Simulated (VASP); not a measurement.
OSZICAR of a VASP run on SrCl$_{2}$ (space group Fm-3m):

### OSZICAR
```
       N       E                     dE             d eps       ncg     rms          rms(c)
DAV:   1    -0.866371797285E+03   -0.86637E+03   -0.84467E+03    96   0.855E+02
DAV:   2    -0.100248289855E+04   -0.13611E+03   -0.13537E+03   136   0.219E+02
DAV:   3    -0.101033595763E+04   -0.78531E+01   -0.78509E+01   120   0.581E+01
DAV:   4    -0.101045987468E+04   -0.12392E+00   -0.12389E+00   152   0.703E+00
DAV:   5    -0.152270748120E+02    0.99523E+03   -0.71946E+00   112   0.237E+01    0.104E+01
DAV:   6    -0.148184263545E+02    0.40865E+00   -0.16895E+00   112   0.782E+00    0.716E+00
DAV:   7    -0.148224390986E+02   -0.40127E-02   -0.39339E-01   136   0.334E+00    0.511E+00
DAV:   8    -0.148311179563E+02   -0.86789E-02   -0.38908E-02   144   0.118E+00    0.324E+00
DAV:   9    -0.148336874932E+02   -0.25695E-02   -0.52245E-03   160   0.555E-01    0.190E+00
DAV:  10    -0.148360307141E+02   -0.23432E-02   -0.20090E-03   176   0.347E-01    0.109E+00
DAV:  11    -0.148376873142E+02   -0.16566E-02   -0.72061E-04   176   0.207E-01    0.632E-01
DAV:  12    -0.148386788139E+02   -0.99150E-03   -0.29760E-04   160   0.132E-01    0.374E-01
DAV:  13    -0.148392452597E+02   -0.56645E-03   -0.14476E-04   144   0.867E-02    0.224E-01
DAV:  14    -0.148395596926E+02   -0.31443E-03   -0.73473E-05   136   0.586E-02    0.135E-01
DAV:  15    -0.148397303841E+02   -0.17069E-03   -0.36955E-05   120   0.393E-02    0.820E-02
DAV:  16    -0.148398215138E+02   -0.91130E-04   -0.18400E-05   120   0.270E-02    0.497E-02
DAV:  17    -0.148398695355E+02   -0.48022E-04   -0.93049E-06   120   0.184E-02    0.302E-02
DAV:  18    -0.148398946953E+02   -0.25160E-04   -0.47275E-06   128   0.128E-02    0.184E-02
DAV:  19    -0.148399078221E+02   -0.13127E-04   -0.23942E-06   112   0.906E-03    0.113E-02
DAV:  20    -0.148399146475E+02   -0.68254E-05   -0.12547E-06   104   0.663E-03    0.701E-03
DAV:  21    -0.148399181841E+02   -0.35366E-05   -0.64712E-07   104   0.463E-03    0.443E-03
DAV:  22    -0.148399200125E+02   -0.18284E-05   -0.32943E-07    96   0.325E-03    0.283E-03
DAV:  23    -0.148399209562E+02   -0.94369E-06   -0.18112E-07    96   0.239E-03
   1 F= -.14839921E+02 E0= -.14839921E+02  d E =-.154808E-83
```

**Question.** Which electronic solver shows in the log?

**Answer.** It is blocked Davidson (ALGO = Normal, or the opening steps of other solvers). The INCAR had ALGO = Normal.

**Question.** Can the final energy be trusted as converged?

**Answer.** The run converged. It stopped with EDIFF = 1E-6, NELM = 100 (HSE06 screened hybrid, plane waves, VASP's PBE PAW potentials (set 64)).

The structure comes from a computed database's SrCl2 entry; how it stands against other phases isn't given here. The cell was not relaxed at this level. The k-mesh is coarse (spacing up to 0.77 per Å, 2π included), so the numbers may not be converged in it. The run is one of a series of settings (KPOINTS 2×2×2 Γ-centred mesh against the base run), some of them coarse on purpose.
